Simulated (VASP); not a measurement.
All values below come from vdW-DF2, VASP's PBE PAW potentials (set 64) (plane waves; VASP).

VASP input:

### POSCAR
```
CdS
1
    0.0000000000     3.0371615285     3.0371615285
    3.0371615285     0.0000000000     3.0371615285
    3.0371615285     3.0371615285     0.0000000000
Cd S
1 1
Direct
  0.0000000000   0.0000000000   0.0000000000
  0.2500000000   0.2500000000   0.2500000000
```

**INCAR**
```
SYSTEM=CdS
PREC=Accurate; ENCUT=520; LREAL=.FALSE.
LASPH=.TRUE.
EDIFF=1E-6; NELM=100; ALGO=Normal
LMAXMIX=4
ISMEAR=0; SIGMA=0.05
GGA=ML; LUSE_VDW=.TRUE.; AGGAC=0.0
ZAB_VDW=-1.8867
IBRION=2; NSW=60; ISIF=3
EDIFFG=-0.01
LWAVE=.FALSE.; LCHARG=.FALSE.
```

File KPOINTS:
```
Automatic mesh
0
Gamma
7 7 7
0 0 0
```

POTCAR, in this order: Cd S (PBE.64 set). Program: vasp_std.

Output

OSZICAR:
```
       N       E                     dE             d eps       ncg     rms          rms(c)
DAV:   1     0.117105122421E+03    0.11711E+03   -0.90355E+03   520   0.125E+03
DAV:   2     0.348370906101E+01   -0.11362E+03   -0.10828E+03   605   0.294E+02
DAV:   3    -0.177707212846E+01   -0.52608E+01   -0.52438E+01   610   0.660E+01
DAV:   4    -0.182011250379E+01   -0.43040E-01   -0.43029E-01   600   0.588E+00
DAV:   5    -0.182081132991E+01   -0.69883E-03   -0.69882E-03   615   0.726E-01    0.615E+00
DAV:   6    -0.107856138829E+01    0.74225E+00   -0.15923E+00   639   0.144E+01    0.513E+00
DAV:   7    -0.106879136722E+01    0.97700E-02   -0.20131E-01   530   0.367E+00    0.295E+00
DAV:   8    -0.106711870655E+01    0.16727E-02   -0.15852E-02   545   0.174E+00    0.263E-01
DAV:   9    -0.106676407438E+01    0.35463E-03   -0.19458E-03   620   0.619E-01    0.694E-02
DAV:  10    -0.106683167442E+01   -0.67600E-04   -0.26585E-04   520   0.171E-01    0.758E-02
DAV:  11    -0.106685488570E+01   -0.23211E-04   -0.49055E-05   560   0.739E-02    0.149E-02
DAV:  12    -0.106685126999E+01    0.36157E-05   -0.98280E-06   595   0.352E-02    0.625E-03
DAV:  13    -0.106685106875E+01    0.20124E-06   -0.71460E-07   330   0.780E-03
   1 F= -.10668511E+01 E0= -.10668511E+01  d E =-.106685E+01
       N       E                     dE             d eps       ncg     rms          rms(c)
DAV:   1    -0.106749957462E+01   -0.64830E-03   -0.13048E-02   575   0.149E+00    0.191E-01
DAV:   2    -0.106694186269E+01    0.55771E-03   -0.14628E-03   580   0.570E-01    0.625E-02
DAV:   3    -0.106688721584E+01    0.54647E-04   -0.16356E-04   545   0.147E-01    0.543E-02
DAV:   4    -0.106687616818E+01    0.11048E-04   -0.71293E-06   540   0.311E-02    0.949E-03
DAV:   5    -0.106687434780E+01    0.18204E-05   -0.13532E-06   275   0.171E-02    0.273E-03
DAV:   6    -0.106687422779E+01    0.12002E-06   -0.27206E-07   290   0.716E-03
   2 F= -.10668742E+01 E0= -.10668742E+01  d E =-.231590E-04
```

File OUTCAR:
```
------------------------ aborting loop because EDIFF is reached ----------------------------------------
  FORCE on cell =-STRESS in cart. coord.  units (eV):
  Direction    XX          YY          ZZ          XY          YZ          ZX
  --------------------------------------------------------------------------------------
  Total       -0.0002113     -0.0002113     -0.0002113      0.0000000     -0.0000000      0.0000000
  in kB       -0.0060309     -0.0060309     -0.0060309      0.0000000     -0.0000000      0.0000000
  external PRESSURE =      -0.0060309 kB  Pullay stress =       0.0000000 kB
  volume of cell :       56.14
      direct lattice vectors                 reciprocal lattice vectors
     0.000000000  3.039097563  3.039097563    -0.164522523  0.164522523  0.164522523
     3.039097563 -0.000000000  3.039097563     0.164522523 -0.164522523  0.164522523
     3.039097563  3.039097563  0.000000000     0.164522523  0.164522523 -0.164522523
  FREE ENERGIE OF THE ION-ELECTRON SYSTEM (eV)
  ---------------------------------------------------
  free  energy   TOTEN  =        -1.0668742278 eV

  energy  without entropy=       -1.0668742278  energy(sigma->0) =       -1.06687423

 reached required accuracy - stopping structural energy minimisation
```
(Selected blocks of OUTCAR.)

**CONTCAR**
```
CdS
   1.00000000000000
     0.0000000000000000    3.0390975627936667    3.0390975627936667
     3.0390975627936667   -0.0000000000000000    3.0390975627936667
     3.0390975627936667    3.0390975627936667    0.0000000000000000
  Cd              S
     1     1
Direct
     0.0000000000000000    1.0000000000000000    0.0000000000000000
     0.2500000000000000    0.2500000000000000    0.2500000000000000
```

File OUTCAR:
```
 val. band max:        0.2571405935   @ k =   0.0000   0.0000   0.0000

 cond. band min:       0.8978510376   @ k =   0.0000   0.0000   0.0000


 Fermi energy:         0.4907480466

 k-point     1 :       0.0000    0.0000    0.0000
  band No.  band energies     occupation
      1     -11.4795      2.00000
      2      -7.1794      2.00000
      3      -7.1794      2.00000
      4      -7.1794      2.00000
      5      -6.8675      2.00000
      6      -6.8675      2.00000
      7       0.2571      2.00000
      8       0.2571      2.00000
      9       0.2571      2.00000
     10       0.8979      0.00000
     11       6.7688      0.00000
     12       6.7688      0.00000
     13       6.7688      0.00000

 k-point     2 :       0.1429    0.0000    0.0000
  band No.  band energies     occupation
      1     -11.4199      2.00000
      2      -7.1596      2.00000
      3      -7.1596      2.00000
      4      -7.1195      2.00000
      5      -6.8680      2.00000
      6      -6.8680      2.00000
      7      -0.9250      2.00000
      8       0.1377      2.00000
      9       0.1377      2.00000
     10       1.9208      0.00000
     11       6.3890      0.00000
     12       6.9740      0.00000
     13       6.9740      0.00000

 k-point     3 :       0.2857    0.0000    0.0000
  band No.  band energies     occupation
      1     -11.2860      2.00000
      2      -7.1217      2.00000
      3      -7.1217      2.00000
      4      -6.9214      2.00000
      5      -6.8611      2.00000
      6      -6.8611      2.00000
      7      -2.3186      2.00000
      8      -0.1115      2.00000
      9      -0.1115      2.00000
     10       2.7099      0.00000
     11       6.3736      0.00000
     12       7.2263      0.00000
     13       7.2263      0.00000

 k-point     4 :       0.4286    0.0000    0.0000
  band No.  band energies     occupation
      1     -11.1792      2.00000
      2      -7.1002      2.00000
      3      -7.1002      2.00000
...
```

The compound is CdS in the zinc blende structure, a metastable form; wurtzite is the usual one. This run relaxes it. Symmetry was kept, so distortions that lower it aren't found. The start is the result of an earlier pass.
